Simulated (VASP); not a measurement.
```
Ta2Si
1.0
   -3.08912     3.08912     2.52151
    3.08912    -3.08912     2.52151
    3.08912     3.08912    -2.52151
Ta Si
4 2
Cartesian
  2.07966   1.00946   2.52151
  1.00946   2.07966   0.00000
 -1.00946   2.07966   2.52151
  4.09858   1.00946   0.00000
  0.00000   0.00000   1.26075
  0.00000   0.00000   3.78226
```

All values below come from r2SCAN meta-GGA, VASP's PBE PAW potentials (set 64) (plane waves; VASP). Run with 400 eV cut-off, 9×9×9 Γ-centred mesh, tetrahedra with Blöchl corrections, potentials Ta_pv Si.

Q: Give the energies of bands 17 to 30 at the high-symmetry points, in eV from the Fermi level.

A: 
| band | Γ | X | M | Z | P | N |
|---|---|---|---|---|---|---|
| 17 | -4.60 | -3.92 | -6.07 | -5.08 | -3.82 | -4.55 |
| 18 | -4.60 | -3.90 | -3.83 | -3.73 | -3.82 | -4.55 |
| 19 | -2.77 | -3.71 | -3.83 | -3.71 | -2.94 | -2.68 |
| 20 | -2.77 | -3.63 | -3.56 | -3.71 | -2.94 | -2.68 |
| 21 | -2.74 | -2.94 | -2.40 | -2.49 | -2.32 | -2.19 |
| 22 | -2.74 | -2.36 | -1.57 | -1.54 | -2.32 | -2.19 |
| 23 | -2.68 | -2.14 | -1.15 | -1.22 | -2.06 | -2.09 |
| 24 | -2.23 | -1.66 | -1.13 | -1.04 | -2.06 | -2.09 |
| 25 | 0.21 | -0.16 | -1.11 | -1.04 | -1.21 | -1.23 |
| 26 | 0.28 | -0.01 | -1.11 | -0.70 | -1.21 | -1.23 |
| 27 | 0.97 | 0.09 | -0.24 | -0.38 | 0.82 | 0.74 |
| 28 | 1.42 | 0.66 | 0.31 | 0.46 | 0.82 | 0.74 |
| 29 | 1.42 | 1.42 | 0.76 | 0.46 | 1.95 | 2.01 |
| 30 | 1.65 | 1.92 | 0.76 | 1.03 | 1.95 | 2.01 |

It has no gap at this level: it comes out as a metal or semimetal.

The structure comes from a computed database's Ta2Si entry (I4/mcm); how it stands against other phases isn't given here. It was relaxed first.
